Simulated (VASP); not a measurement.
VASP ran on this input.

KPOINTS:
```
K-points
0
gamma
  9 9 4
```

**POSCAR**
```
PbTe
1.0
  3.7925844406  -0.0000000002   0.0000000000
 -1.8962922207   3.2844714833   0.0000000000
  0.0000000000   0.0000000000   8.0965164058
Pb Te
2 2
Cartesian
 -1.8962922207   3.2844714833   0.0000000000
 -1.8962922207   3.2844714833   4.0482582029
 -0.0000018966   2.1896487503   2.0241291014
  1.8962941165   1.0948227328   6.0723873043
```

**INCAR**
```
! general
SYSTEM =PbTe
PREC   =Accurate
ENCUT  =500
LREAL  =.FALSE.
LASPH  =.TRUE.

! electronic loop
EDIFF  =1E-6
NELM   =100
ALGO   =Normal
LMAXMIX=4

! smearing
ISMEAR =1
SIGMA  =0.1

! functional
GGA    =PS

! ions
IBRION =2
NSW    =40
ISIF   =3
EDIFFG =-0.02
PSTRESS=200

! output
LWAVE  =.FALSE.
LCHARG =.FALSE.
```

POTCAR, in this order: Pb_d Te (PBE.64 set). Program: vasp_std.

Q: Translate this PBEsol calculation to Quantum ESPRESSO's pw.x.

A: One equivalent input (not run):
```
&CONTROL
  calculation = 'vc-relax'
  pseudo_dir = './pseudo'
  outdir = './out'
  tprnfor = .true.
  tstress = .true.
  nstep = 40
  forc_conv_thr = 0.00078
/
&SYSTEM
  ibrav = 0
  nat = 4
  ntyp = 2
  ecutwfc = 82.3
  occupations = 'smearing'
  smearing = 'methfessel-paxton'
  degauss = 0.00735
  input_dft = 'pbesol'
/
&ELECTRONS
  conv_thr = 7.3e-08
  electron_maxstep = 100
/
&IONS
/
&CELL
  press = 200
/
ATOMIC_SPECIES
  Pb 207.200 Pb.upf
  Te 127.600 Te.upf
CELL_PARAMETERS angstrom
     3.7925844   -0.0000000    0.0000000
    -1.8962922    3.2844715   -0.0000000
    -0.0000000    0.0000000    8.0965164
ATOMIC_POSITIONS crystal
  Pb   0.0000000  1.0000000  0.0000000
  Pb   0.0000000  1.0000000  0.5000000
  Te   0.3333330  0.6666670  0.2500000
  Te   0.6666670  0.3333330  0.7500000
K_POINTS automatic
  9 9 4 0 0 0
```
The two are equivalent in intent, not identical: the potentials are each code's own (VASP's PAW set, PseudoDojo norm-conserving files in pw.x), so ENCUT and ecutwfc are chosen apart and not converted; conv_thr bounds pw.x's estimated SCF error, while EDIFF bounds the energy change between steps; forc_conv_thr acts on force components and is met together with etot_conv_thr.

The structure was generated: PbTe was put into the NiAs type type (P6_3/mmc), which need not be its known phase. It was relaxed first under an external pressure of 20 GPa.
